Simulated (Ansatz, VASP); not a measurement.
## Ta3AsAu2O13 in VASP and in Ansatz

The input INCAR:

```
SYSTEM = Ta3AsAu2O13
ALGO = Normal ; CSHIFT = 0.1
EDIFF = 1E-6 ; ENCUT = 520
GGA = PE ; ISIF = 2
ISMEAR = -1 ; KPAR = 4
LASPH = .TRUE. ; LCHARG = .FALSE.
LOPTICS = .TRUE. ; LREAL = .FALSE.
LWAVE = .FALSE. ; NBANDS = 101
NEDOS = 2000 ; NELM = 100
PREC = Accurate ; SIGMA = 0.05
```

KPOINTS

```
k-points
0
G
  4 4 4
  0 0 0
```

POSCAR

```
Ta3AsAu2O13
1.0
    5.2423700000      3.0266800000      4.1427300000
   -5.2423700000      3.0266800000      4.1427300000
    0.0000000000     -6.0533700000      4.1427300000
Ta As Au O
3 1 2 13
Direct
    0.2310800000      0.5722900000      0.2310800000
    0.2310800000      0.2310800000      0.5722900000
    0.5722900000      0.2310800000      0.2310800000
    0.5587800000      0.5587800000      0.5587800000
    0.9655900000      0.9655900000      0.9655900000
    0.7510500000      0.7510500000      0.7510500000
    0.4088400000      0.6676200000      0.4088400000
    0.4088400000      0.4088400000      0.6676200000
    0.6676200000      0.4088400000      0.4088400000
    0.4972600000      0.0131300000      0.3602400000
    0.3602400000      0.4972600000      0.0131300000
    0.0131300000      0.3602400000      0.4972600000
    0.3602400000      0.0131300000      0.4972600000
    0.0131300000      0.4972600000      0.3602400000
    0.4972600000      0.3602400000      0.0131300000
    0.1096300000      0.7480600000      0.1096300000
    0.1096300000      0.1096300000      0.7480600000
    0.7480600000      0.1096300000      0.1096300000
    0.3084000000      0.3084000000      0.3084000000
```

File input.yaml:

```yaml
crystal:
  lattice:
    - [5.24237, 3.02668, 4.14273]
    - [-5.24237, 3.02668, 4.14273]
    - [0.0, -6.05337, 4.14273]
  atoms:
    - { symbol: Ta, position: [0.23108, 0.57229, 0.23108] }
    - { symbol: Ta, position: [0.23108, 0.23108, 0.57229] }
    - { symbol: Ta, position: [0.57229, 0.23108, 0.23108] }
    - { symbol: As, position: [0.55878, 0.55878, 0.55878] }
    - { symbol: Au, position: [0.96559, 0.96559, 0.96559] }
    - { symbol: Au, position: [0.75105, 0.75105, 0.75105] }
    - { symbol: O, position: [0.40884, 0.66762, 0.40884] }
    - { symbol: O, position: [0.40884, 0.40884, 0.66762] }
    - { symbol: O, position: [0.66762, 0.40884, 0.40884] }
    - { symbol: O, position: [0.49726, 0.01313, 0.36024] }
    - { symbol: O, position: [0.36024, 0.49726, 0.01313] }
    - { symbol: O, position: [0.01313, 0.36024, 0.49726] }
    - { symbol: O, position: [0.36024, 0.01313, 0.49726] }
    - { symbol: O, position: [0.01313, 0.49726, 0.36024] }
    - { symbol: O, position: [0.49726, 0.36024, 0.01313] }
    - { symbol: O, position: [0.10963, 0.74806, 0.10963] }
    - { symbol: O, position: [0.10963, 0.10963, 0.74806] }
    - { symbol: O, position: [0.74806, 0.10963, 0.10963] }
    - { symbol: O, position: [0.3084, 0.3084, 0.3084] }
hamiltonian:
  xc: pbe
  pseudopotentials: { kind: paw }
kpoints:
  mp_grid: { grid: [4, 4, 4] }
scf:
  occupations: { method: fermi_dirac, width: 0.05 }
output:
  forces: true
  stress: true
  eigenvalues: true
```

The cell was built by a generator and needn't be a form met in nature.

Alike in both runs: functional PBE; k mesh 4 × 4 × 4; occupations fermi-dirac, width 0.05 eV; no spin polarisation.

|  | VASP | Ansatz |
| --- | --- | --- |
| version | VASP 6.6.1 | Ansatz 0.2.0 |
| potentials or method | VASP PAW PBE potentials, release 64 (Ta_pv, As, Au, O) | Ansatz PAW |
| plane-wave cutoff (eV) | 520 | 420 |
| valence electrons in the cell | 138 | 170 |
| task | optical spectrum | single point |

```tsv
	VASP	Ansatz	Ansatz less VASP
gap on the k mesh at the Fermi level (eV)	1.06	1.07	+0.017
least direct gap on the mesh (eV)	1.09	1.11	+0.016
pressure (GPa)	0.6	0.0	-0.58
largest component of the traceless stress (GPa)	0.29	0.01	-0.277
rms of the force components (eV/Å)	0.100	0.002	-0.0979
```

Atom by atom the forces differ by 0.098 eV/Å (rms over components). With one functional, cell and mesh, what is left measures potentials, basis and numerics. The two sets of potentials don't hold the same shells in valence.

Caveats: spin-orbit coupling is left out, which moves the levels of the heavy elements; spectra need much finer meshes, so this one isn't converged (VASP); independent-particle spectra lack excitons (VASP); the pressure holds a Pulay correction of +0.4 GPa for the finite cutoff (Ansatz). A k mesh can miss the band edges.
